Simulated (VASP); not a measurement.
Input:

```xyz
3
Lattice="0.0000 2.7162 2.7162 2.7162 0.0000 2.7162 2.7162 2.7162 0.0000" Properties=species:S:1:pos:R:3 pbc="T T T"
Ce     0.0000     0.0000     0.0000
O      1.3581     1.3581     1.3581
O      4.0743     4.0743     4.0743
```

Computed with PBE GGA with D3 dispersion (Becke-Johnson damping), VASP's PBE PAW potentials (set 64) (plane waves; VASP 6.6.1). Run with 520 eV cut-off, Gaussian smearing of 0.050 eV, potentials Ce O.

Question: Give the energies of bands 7 to 15 at the high-symmetry points, in eV from the valence-band maximum.

Answer: 
| band | Γ | X | U | L | W |
|---|---|---|---|---|---|
| 7 | -3.82 | -3.89 | -3.23 | -2.95 | -2.91 |
| 8 | -3.82 | -1.20 | -1.72 | -2.95 | -2.26 |
| 9 | -3.82 | -1.20 | -1.40 | -1.27 | -1.06 |
| 10 | -0.61 | -0.78 | -1.29 | -1.21 | -1.06 |
| 11 | -0.61 | -0.78 | -0.76 | -0.80 | -0.73 |
| 12 | -0.61 | -0.62 | -0.32 | -0.80 | -0.66 |
| 13 | 2.23 | 1.95 | 1.99 | 1.91 | 1.98 |
| 14 | 2.23 | 2.04 | 2.08 | 2.09 | 2.09 |
| 15 | 2.23 | 2.04 | 2.11 | 2.09 | 2.09 |

The gap is indirect, 1.91 eV, from the valence maximum at K-Γ at 0.29 to the conduction minimum at L.

The compound is CeO2 in the fluorite structure. It was relaxed first. The run is not spin-polarised, so no magnetic state was tried.
